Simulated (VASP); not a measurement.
Input:

```xyz
3
Lattice="4.3971 0.0000 0.0000 -2.1985 3.8080 0.0000 0.0000 0.0000 2.4647" Properties=species:S:1:pos:R:3 pbc="T T T"
P      0.0000     0.0000     0.0000
P      0.0000     2.5386     1.2324
P      2.1985     1.2693     1.2324
```

The numbers are results of PBEsol GGA, VASP's PBE PAW potentials (set 64) (plane waves; VASP 6.6.1), not measurements. Run with 480 eV cut-off, 8×8×12 Γ-centred mesh, first-order Methfessel-Paxton smearing of 0.10 eV, potentials P.

Energy and stress use the plane-wave basis of the starting cell.

Q: The ions, cell shape and volume at an external pressure of 30.0 GPa are relaxed. Predict the relaxed structure.

A: 
```xyz
3
Lattice="4.0952 0.0000 0.0000 -2.0476 3.5465 0.0000 0.0000 0.0000 2.3461" Properties=species:S:1:pos:R:3 pbc="T T T"
P      0.0000     0.0000     0.0000
P      0.0000     2.3644     1.1731
P      2.0476     1.1822     1.1731
```
Space group P6/mmm (191), at a tolerance of 0.03 Å.

Q: How do energy and volume change from the first to the last step?

A: The energy (σ→0) changes by +194.3 meV/atom and the volume by -17.4 %, in 11 ionic steps.

```tsv
step	E(σ→0) (eV)	max force (eV/Å)	pressure (GPa)	volume (Å³)
1	-15.6617	0.000	0.53	41.27
2	-12.8725	0.000	91.96	27.93
3	-15.1315	0.000	28.15	34.46
4	-15.0836	0.000	29.85	34.19
5	-15.0586	0.000	30.72	34.06
6	-15.0104	0.000	31.91	33.76
7	-15.0484	0.000	31.03	33.92
8	-15.0495	0.000	31.01	33.92
9	-15.0500	0.000	31.00	33.92
10	-15.1039	0.000	29.11	34.21
11	-15.0787	0.000	30.00	34.07
```

The structure was generated: P was put into the omega type (P6/mmm), which need not be its known phase. This run relaxes it under an external pressure of 30 GPa. Symmetry was kept, so distortions that lower it aren't found. VASP warned that the highest band is occupied, so more bands are needed.
